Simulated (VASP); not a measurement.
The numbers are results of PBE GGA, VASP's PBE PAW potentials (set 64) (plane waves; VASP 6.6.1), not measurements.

A VASP calculation is set up with these files.

KPOINTS:
```
Automatic mesh
0
Gamma
 5 5 1
0 0 0
```

**POSCAR**
```
Ir16O
1
    5.4755939286     0.0000000000     0.0000000000
    0.0000000000     5.4755939286     0.0000000000
    0.0000000000     0.0000000000    19.9237900976
Ir O
16 1
Direct
  0.2500000000   0.2478374959   0.3585890631
  0.7500000000   0.2501401280   0.3584903630
  0.2500000000   0.7521625041   0.3585890631
  0.7500000000   0.7498598720   0.3584903630
  0.0006544155   0.0000000000   0.4510842057
  0.4993455845   0.0000000000   0.4510842057
  0.9999571516   0.5000000000   0.4505422215
  0.5000428484   0.5000000000   0.4505422215
  0.2500000000   0.2517273730   0.5491686496
  0.7500000000   0.2469680613   0.5497350367
  0.2500000000   0.7482726270   0.5491686496
  0.7500000000   0.7530319387   0.5497350367
  0.9863492642   0.0000000000   0.6475312843
  0.5136507358   0.0000000000   0.6475312843
  0.9972437547   0.5000000000   0.6409565476
  0.5027562453   0.5000000000   0.6409565476
  0.2500000000   0.0000000000   0.7121222572
```

**INCAR**
```
SYSTEM = Ir16O
PREC = Normal; ENCUT = 400; LREAL = .False.
LASPH = .True.
EDIFF = 1E-6; NELM = 100; NELMIN = 4
ALGO = Normal; LMAXMIX = 6
ISMEAR = 1; SIGMA = 0.1
GGA = PE
LWAVE = .False.; LCHARG = .False.; LORBIT = 11
LVHAR = .True.
DIPOL = 0.5 0.5 0.5
LDIPOL = .True.; IDIPOL = 3
```

POTCAR, in this order: Ir O (PBE.64 set). Program: vasp_std. Read from the step before: WAVECAR.

Output

### OSZICAR
```
       N       E                     dE             d eps       ncg     rms          rms(c)
DAV:   1    -0.137697330592E+03   -0.13770E+03   -0.78159E-03  3232   0.582E-01    0.550E-01
DAV:   2    -0.138233677847E+03   -0.53635E+00   -0.11046E+00  3152   0.705E+00    0.685E+00
DAV:   3    -0.137686122080E+03    0.54756E+00   -0.86764E-01  3152   0.631E+00    0.335E-01
DAV:   4    -0.137692785510E+03   -0.66634E-02   -0.29635E-02  2506   0.596E-01    0.146E-01
DAV:   5    -0.137693083901E+03   -0.29839E-03   -0.18336E-03  2392   0.252E-01    0.720E-02
DAV:   6    -0.137693053073E+03    0.30827E-04   -0.29780E-04  2502   0.121E-01    0.389E-02
DAV:   7    -0.137693041042E+03    0.12031E-04   -0.37446E-05  2736   0.363E-02    0.174E-02
DAV:   8    -0.137693038937E+03    0.21046E-05   -0.95501E-06  2094   0.196E-02    0.114E-02
DAV:   9    -0.137693039945E+03   -0.10078E-05   -0.54854E-06  1424   0.174E-02    0.117E-02
DAV:  10    -0.137693040426E+03   -0.48065E-06   -0.36157E-06  1134   0.145E-02
   1 F= -.13769304E+03 E0= -.13769717E+03  d E =0.123995E-01
```

File OUTCAR:
```
------------------------ aborting loop because EDIFF is reached ----------------------------------------
  FORCE on cell =-STRESS in cart. coord.  units (eV):
  Direction    XX          YY          ZZ          XY          YZ          ZX
  --------------------------------------------------------------------------------------
  Total      -12.3325682    -11.1371411     -0.6637383      0.0000000      0.0000000      0.0000000
  in kB      -33.0772720    -29.8710081     -1.7802172      0.0000000      0.0000000      0.0000000
  external PRESSURE =     -21.5761658 kB  Pullay stress =       0.0000000 kB
  volume of cell :      597.36
      direct lattice vectors                 reciprocal lattice vectors
     5.475593929  0.000000000  0.000000000     0.182628590  0.000000000  0.000000000
     0.000000000  5.475593929  0.000000000     0.000000000  0.182628590  0.000000000
     0.000000000  0.000000000 19.923790098     0.000000000  0.000000000  0.050191254
 POSITION                                       TOTAL-FORCE (eV/Angst)
 -----------------------------------------------------------------------------------
      1.36890      1.35706      7.14445         0.000000     -0.007866     -0.002223
      4.10670      1.36967      7.14249         0.000000     -0.004021      0.001181
      1.36890      4.11854      7.14445         0.000000      0.007866     -0.002223
      4.10670      4.10593      7.14249         0.000000      0.004021      0.001181
      0.00358      0.00000      8.98731         0.002383      0.000000      0.007479
      2.73421      0.00000      8.98731        -0.002383      0.000000      0.007479
      5.47536      2.73780      8.97651        -0.000078      0.000000     -0.005894
      2.73803      2.73780      8.97651         0.000078      0.000000     -0.005894
      1.36890      1.37836     10.94152         0.000000      0.002270      0.002708
      4.10670      1.35230     10.95281         0.000000     -0.003208      0.001332
      1.36890      4.09724     10.94152         0.000000     -0.002270      0.002708
      4.10670      4.12330     10.95281         0.000000      0.003208      0.001332
      5.40085      0.00000     12.90128        -0.025464      0.000000     -0.016590
      2.81254      0.00000     12.90128         0.025464      0.000000     -0.016590
      5.46050      2.73780     12.77028        -0.004987      0.000000      0.007417
      2.75289      2.73780     12.77028         0.004987      0.000000      0.007417
      1.36890      0.00000     14.18817         0.000000      0.000000      0.009175
 -----------------------------------------------------------------------------------
    total drift:                                0.000000      0.000000      0.004191
  FREE ENERGIE OF THE ION-ELECTRON SYSTEM (eV)
  ---------------------------------------------------
  free  energy   TOTEN  =      -137.6930404256 eV

  energy  without entropy=     -137.7054399180  energy(sigma->0) =     -137.69717359

 total charge

# of ion       s       p       d       tot
------------------------------------------
    1        0.651   0.512   6.941   8.104
    2        0.649   0.508   6.948   8.105
    3        0.651   0.512   6.941   8.104
    4        0.649   0.508   6.948   8.105
    5        0.668   0.722   6.946   8.336
    6        0.668   0.722   6.946   8.336
    7        0.664   0.719   6.937   8.321
    8        0.664   0.719   6.937   8.321
    9        0.653   0.691   6.941   8.285
   10        0.669   0.721   6.945   8.335
   11        0.653   0.691   6.941   8.285
   12        0.669   0.721   6.945   8.335
   13        0.673   0.638   6.903   8.214
   14        0.673   0.638   6.903   8.214
   15        0.651   0.503   6.982   8.136
   16        0.651   0.503   6.982   8.136
   17        1.619   3.308   0.000   4.927
--------------------------------------------------
tot         12.174  13.336 111.087 136.597
```
(Selected blocks of OUTCAR.)

**OUTCAR**
```
 val. band max:        0.4677385697   @ k =   0.4000   0.4000   0.0000

 cond. band min:       0.5037449130   @ k =   0.4000   0.4000   0.0000


 Fermi energy:         0.4939611760

 k-point     1 :       0.0000    0.0000    0.0000
  band No.  band energies     occupation
      1     -18.6162      2.00000
      2      -9.6045      2.00000
      3      -7.7578      2.00000
      4      -6.8931      2.00000
      5      -6.8740      2.00000
      6      -6.8548      2.00000
      7      -6.8514      2.00000
      8      -6.6960      2.00000
      9      -6.6748      2.00000
     10      -6.6362      2.00000
     11      -6.3364      2.00000
     12      -6.2285      2.00000
     13      -6.0856      2.00000
     14      -6.0531      2.00000
     15      -5.7940      2.00000
     16      -5.7815      2.00000
     17      -5.7226      2.00000
     18      -5.4725      2.00000
     19      -5.4253      2.00000
     20      -5.4000      2.00000
     21      -5.3339      2.00000
     22      -5.0914      2.00000
     23      -4.6241      2.00000
     24      -4.5733      2.00000
     25      -4.3856      2.00000
     26      -3.7392      2.00000
     27      -3.6735      2.00000
     28      -3.6003      2.00000
     29      -3.5977      2.00000
     30      -3.5819      2.00000
     31      -3.5680      2.00000
     32      -3.2288      2.00000
     33      -3.1721      2.00000
     34      -3.1529      2.00000
     35      -3.0337      2.00000
     36      -3.0000      2.00000
     37      -2.9605      2.00000
     38      -2.9513      2.00000
     39      -2.8628      2.00000
     40      -2.7955      2.00000
     41      -2.7368      2.00000
     42      -2.7137      2.00000
     43      -2.5504      2.00000
     44      -2.3745      2.00000
     45      -2.2947      2.00000
     46      -2.2197      2.00000
     47      -2.1571      2.00000
     48      -1.8953      2.00000
     49      -1.8260      2.00000
     50      -1.8156      2.00000
     51      -1.7845      2.00000
...
```

At this cut-off the stress carries a Pulay error, which pulls relaxed volumes low. Unless said otherwise, spin-orbit coupling is left out, though it shifts the bands of the heavy elements here.

The cell is a thin slab with vacuum, built from Ir (fcc): (100) face, O adsorbed.
